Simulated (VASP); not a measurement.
Input:

```
Eu
1.0
   -2.17662     2.17662     2.17662
    2.17662    -2.17662     2.17662
    2.17662     2.17662    -2.17662
Eu
1
Direct
  0.00000   0.00000   0.00000
```

Computed with PBE GGA, VASP's PBE PAW potentials (set 64) (plane waves; VASP 6.6.1). Run with 480 eV cut-off, 10×10×10 Γ-centred mesh, first-order Methfessel-Paxton smearing of 0.10 eV, potentials Eu_2.

The 4f electrons are frozen in the core of the lanthanide potential, so 4f levels, which can set the real gap, and their magnetism are missing.

Task: Predict the energy per atom (σ→0), band gap (on the k-mesh) with the smallest direct gap where there is one.

Result: 
| Item | Result |
|---|---|
| band gap (on the k-mesh) | none (metal, semimetal or under 0.01 eV) |
| energy per atom (σ→0) | -178.6 kJ/mol of atoms |

Total energies compare only between runs with the same potentials, cut-off and functional.

The compound is Eu in the bcc structure. It was relaxed first under an external pressure of 1 GPa.
